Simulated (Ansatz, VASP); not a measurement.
**LiLuF4 (LiLuF4 (C2/c)): VASP beside Ansatz**

One calculation is typed for both programs; each brings its own data sets. How far apart do they land? The cell is taken from a series of runs on this material, whose earlier steps may have relaxed, scaled, displaced or heated it; both programs get it as it stands.

Method: plane waves, with VASP 6.6.1 beside it; single point at PBEsol, in Ansatz 0.2.0.

**1. Starting point**

The cell holds 192 atoms: 32 Li, 32 Lu and 128 F. Cell: a = 12.735 Å, b = 12.735 Å, c = 20.477 Å, α = 113.7°, β = 113.7°, γ = 110.7°.

**2. VASP: single point, PBEsol**

A single point gives forces, pressure and levels at one fixed geometry, so differences don't come from the geometry; what else differs is listed under the comparison.

Lines of VASP's logs that name or quote its potential files are left out, and so is its time.

INCAR

```
SYSTEM = LiLuF4
PREC = Accurate
ENCUT = 650
EDIFF = 1E-06
NELM = 120
ISMEAR = -1
SIGMA = 0.01
LREAL = Auto
ALGO = Normal
GGA = PS
NBANDS = 774
LORBIT = 11
LWAVE = .FALSE.
LCHARG = .FALSE.
ISIF = 2
LASPH = .TRUE.
GGA_COMPAT = .FALSE.
EFERMI = MIDGAP
```

POSCAR

```
LiLuF4
1.0
    7.2380115771    -10.4781796922     -0.0292108970
    7.2380115771     10.4781796922     -0.0292108970
  -14.4133238279      0.0000000000     14.5458376184
Li Lu F
32 32 128
Direct
    0.0624304227      0.4375695773      0.1875000000
    0.4375695773      0.0624304227      0.0625000000
    0.0624304227      0.4375695773      0.4375000000
    0.4375695773      0.0624304227      0.3125000000
    0.0624304227      0.4375695773      0.6875000000
    0.4375695773      0.0624304227      0.5625000000
    0.0624304227      0.4375695773      0.9375000000
    0.4375695773      0.0624304227      0.8125000000
    0.0624304227      0.9375695773      0.1875000000
    0.4375695773      0.5624304227      0.0625000000
    0.0624304227      0.9375695773      0.4375000000
    0.4375695773      0.5624304227      0.3125000000
    0.0624304227      0.9375695773      0.6875000000
    0.4375695773      0.5624304227      0.5625000000
    0.0624304227      0.9375695773      0.9375000000
    0.4375695773      0.5624304227      0.8125000000
    0.5624304227      0.4375695773      0.1875000000
    0.9375695773      0.0624304227      0.0625000000
    0.5624304227      0.4375695773      0.4375000000
    0.9375695773      0.0624304227      0.3125000000
    0.5624304227      0.4375695773      0.6875000000
    0.9375695773      0.0624304227      0.5625000000
    0.5624304227      0.4375695773      0.9375000000
    0.9375695773      0.0624304227      0.8125000000
    0.5624304227      0.9375695773      0.1875000000
    0.9375695773      0.5624304227      0.0625000000
    0.5624304227      0.9375695773      0.4375000000
    0.9375695773      0.5624304227      0.3125000000
    0.5624304227      0.9375695773      0.6875000000
    0.9375695773      0.5624304227      0.5625000000
[... 156 atom lines left out ...]
    0.6640419217      0.6199573992      0.8004271044
    0.6866352362      0.9807537103      0.9083433677
    0.8359580783      0.8800426008      0.9495728956
    0.6199573992      0.6640419217      0.9254271044
    0.5192462897      0.8133647638      0.9666566323
    0.9807537103      0.6866352362      0.7833433677
```

KPOINTS

```
Automatic mesh
0
Gamma
1 1 1
0 0 0
```

PAW data sets: Li_sv, Lu_3 and F (PBE family, release 64).

On the command line:

```
> export OMP_NUM_THREADS=3
> mpirun -np 1 vasp_gam
```

The program printed:

```text
[banner, memory and clock lines left out]
running    1 mpi-ranks, on    1 nodes
[...]
Offloading initialized ...    1 GPUs detected
[...]
|                                                                             |
|               ----> ADVICE to this user running VASP <----                  |
|                                                                             |
|     You enforced a specific xc type in the INCAR file but a different       |
|     [... a line on the potential file left out ...]
|     I HOPE YOU KNOW WHAT YOU ARE DOING!                                     |
|                                                                             |

 LDA part: xc-table for (Slater+PW92), standard interpolation
 POSCAR, INCAR and KPOINTS ok, starting setup
[...]
entering main loop
       N       E                     dE             d eps       ncg     rms          rms(c)
DAV:   1     0.484982291979E+05    0.48498E+05   -0.47139E+05  1956   0.263E+03
DAV:   2     0.194993664331E+05   -0.28999E+05   -0.26090E+05  1772   0.106E+03
DAV:   3     0.683639922933E+04   -0.12663E+05   -0.11714E+05  2756   0.672E+02
DAV:   4     0.210018544204E+04   -0.47362E+04   -0.42298E+04  3036   0.472E+02
[...]
DAV:  28    -0.120248001337E+04   -0.26785E-05   -0.35639E-05  1376   0.137E-02    0.502E-03
DAV:  29    -0.120248001484E+04   -0.14753E-05   -0.15156E-05  1184   0.877E-03    0.393E-03
DAV:  30    -0.120248001582E+04   -0.97918E-06   -0.68279E-06  1176   0.729E-03
   1 F= -.12024800E+04 E0= -.12024800E+04  d E =0.000000E+00
```

From OUTCAR (step 2):

```text
  FREE ENERGIE OF THE ION-ELECTRON SYSTEM (eV)
  ---------------------------------------------------
  free  energy   TOTEN  =     -1202.4800158216 eV

  energy  without entropy=    -1202.4800158216  energy(sigma->0) =    -1202.48001582
```

The data set Lu_3 holds the 4f electrons frozen in the core, so no f bands or f moments appear.

**3. Ansatz: single point, PBEsol**

Ansatz runs on its default PAW (the set named soft_2) files.

The same cell, functional, mesh and smearing now go to Ansatz.

input.yaml

```yaml
crystal:
  lattice:
    - [7.2380115771, -10.4781796922, -0.029210897]
    - [7.2380115771, 10.4781796922, -0.029210897]
    - [-14.4133238279, 0.0, 14.5458376184]
  atoms:
    - { symbol: Li, position: [0.0624304227, 0.4375695773, 0.1875] }
    - { symbol: Li, position: [0.4375695773, 0.0624304227, 0.0625] }
    - { symbol: Lu, position: [0.1874987278, 0.3125012722, 0.0625] }
    - { symbol: Lu, position: [0.3125012722, 0.1874987278, 0.1875] }
    - { symbol: F, position: [0.3133647638, 0.0192462897, 0.0916566323] }
    - { symbol: F, position: [0.3800426008, 0.3359580783, 0.0745728956] }
    - { symbol: F, position: [0.1640419217, 0.1199573992, 0.0504271044] }
    - { symbol: F, position: [0.1866352362, 0.4807537103, 0.1583433677] }
    - { symbol: F, position: [0.3359580783, 0.3800426008, 0.1995728956] }
    - { symbol: F, position: [0.1199573992, 0.1640419217, 0.1754271044] }
    - { symbol: F, position: [0.0192462897, 0.3133647638, 0.2166566323] }
    - { symbol: F, position: [0.4807537103, 0.1866352362, 0.0333433677] }
    - { symbol: Li, position: [0.0624304227, 0.4375695773, 0.4375] }
    - { symbol: Li, position: [0.4375695773, 0.0624304227, 0.3125] }
    - { symbol: Lu, position: [0.1874987278, 0.3125012722, 0.3125] }
    - { symbol: Lu, position: [0.3125012722, 0.1874987278, 0.4375] }
    - { symbol: F, position: [0.3133647638, 0.0192462897, 0.3416566323] }
    - { symbol: F, position: [0.3800426008, 0.3359580783, 0.3245728956] }
    - { symbol: F, position: [0.1640419217, 0.1199573992, 0.3004271044] }
    - { symbol: F, position: [0.1866352362, 0.4807537103, 0.4083433677] }
    - { symbol: F, position: [0.3359580783, 0.3800426008, 0.4495728956] }
    - { symbol: F, position: [0.1199573992, 0.1640419217, 0.4254271044] }
    - { symbol: F, position: [0.0192462897, 0.3133647638, 0.4666566323] }
    - { symbol: F, position: [0.4807537103, 0.1866352362, 0.2833433677] }
    - { symbol: Li, position: [0.0624304227, 0.4375695773, 0.6875] }
    - { symbol: Li, position: [0.4375695773, 0.0624304227, 0.5625] }
    - { symbol: Lu, position: [0.1874987278, 0.3125012722, 0.5625] }
    - { symbol: Lu, position: [0.3125012722, 0.1874987278, 0.6875] }
    - { symbol: F, position: [0.3133647638, 0.0192462897, 0.5916566323] }
    - { symbol: F, position: [0.3800426008, 0.3359580783, 0.5745728956] }
[... 156 atom lines left out ...]
    - { symbol: F, position: [0.6640419217, 0.6199573992, 0.8004271044] }
    - { symbol: F, position: [0.6866352362, 0.9807537103, 0.9083433677] }
    - { symbol: F, position: [0.8359580783, 0.8800426008, 0.9495728956] }
    - { symbol: F, position: [0.6199573992, 0.6640419217, 0.9254271044] }
    - { symbol: F, position: [0.5192462897, 0.8133647638, 0.9666566323] }
    - { symbol: F, position: [0.9807537103, 0.6866352362, 0.7833433677] }
basis:
  ecutwfc: 420
  xc_grid: 2
hamiltonian:
  xc: pbesol
kpoints:
  mp_grid: { grid: [1, 1, 1] }
scf:
  occupations: { method: fermi_dirac, width: 0.01 }
  max_iter: 80
```

On the command line:

```
> ansatz run input.yaml --threads 12 --pin off --max-ram 56524MiB --backend cuda --events-out ev --progress --plain --runs-dir out
```

The program printed:

```text
Engine: ansatz 0.2.0, aarch64-unknown-linux-gnu
[...]
Pseudopotential: Li, paw, valence charge 3, recommended cutoff 420 eV (normal), Li.paw.azcp
Pseudopotential: Lu, paw, valence charge 25, recommended cutoff 420 eV (normal), Lu.paw.azcp
Pseudopotential: F, paw, valence charge 7, recommended cutoff 420 eV (normal), F.paw.azcp
Functional definition: PBEsol
[...]
Crystal: 192 atoms, lattice volume = 2197.524 Å³
Basis set: ecut = 420 eV, 42863 PW (Γ), exchange–correlation on 180×180×288 points (8 copies of the dense FFT grid, shifted against one another)
Bands: 1088, of which v1, the nominal top of the filled ones, is band 896 counted from 1 (895 counted from 0)
[...]
Space group: C2/c (ITA 15), of the structure as read, at distance tolerance 1.3e-4 Å
k-points: 1
[...]
SCF iter   2: F=—  HF=-576875.055912 eV  |F-HF|=—  |Δ(HF+E_count)|=    1.12e0  Δρ=2.42e-3  dr2=4.99e-2  ethr=1.87e-4  ⟨swp⟩=3.0  Hψ=2161  notcnv=0  defer=185
[...]
automatic band count: iteration 3 solves 1039 bands in place of 1088: the levels show a gap, and the empty bands left out lie too high to hold charge; the band table lists the bands solved (type scf.n [...]
[...]
SCF iter   7: F=—  HF=-576875.070439 eV  |F-HF|=—  |Δ(HF+E_count)|=   2.34e-5  Δρ=2.27e-5  dr2=9.04e-6  ethr=1.20e-8  ⟨swp⟩=2.0  Hψ=1634  notcnv=0  defer=136
SCF iter   8: F=-576875.070442 eV  HF=-576875.070442 eV  |F-HF|=1.16e-7  |Δ(HF+E_count)|=   2.40e-6  Δρ=6.66e-6  dr2=8.26e-7  ethr=5.58e-11  ⟨swp⟩=4.0  Hψ=4648  notcnv=0
SCF 1 converged in 8 iterations: F = -576875.070442 eV  dr2 = 8.26e-7
[...]
SCF converged after 8 iterations
Free energy (F): -576875.070442 eV
[...]
Fermi energy:    8.503307 eV
--- Per-component energies (eV) ---
[...]
```

**4. Comparison**

Known differences besides the potentials themselves: the data sets hold 1792 valence electrons in Ansatz (on its default PAW (the set named soft_2) files) and 1280 in VASP; the cutoff is 420 eV in Ansatz and 650 eV in VASP (PREC = Accurate, projectors in real space); Ansatz makes its cores anew for this functional, VASP keeps those of its PBE data sets. Total energies have different zeros and are not compared.

Both answers:

```csv
quantity,Ansatz,VASP,difference
gap on the k mesh (eV),7.287,7.711,-0.424
```

A gap on the mesh is an upper bound, since the band edges may lie between its points.

**5. Results**

```
difference in gap on the k mesh (single point, PBEsol) : -0.42 eV
```

The difference in gap on the k mesh is -0.42 eV (single point, PBEsol), beyond the 0.08 eV picked in this series as the mark of a large difference. The data sets hold unlike numbers of valence electrons (1792 in Ansatz and 1280 in VASP), so part of the differences comes from the potentials. What causes the difference of the single point, PBEsol pair stays open here. How closely two codes agree says nothing of how well the functional describes the real material.

[Lines on the potential files, build, host, timing and source positions are cut from VASP's logs without a mark.]

[Logs are printed without paths, hosts, clocks, repeated set-up lines and the standing remarks that a program may print on its own settings, such as how far it seeks lower states.]

[Hosts, paths, dates, database ids (printed as entryN), source tags and the programs' standing remarks are cut or masked in the printed files.]
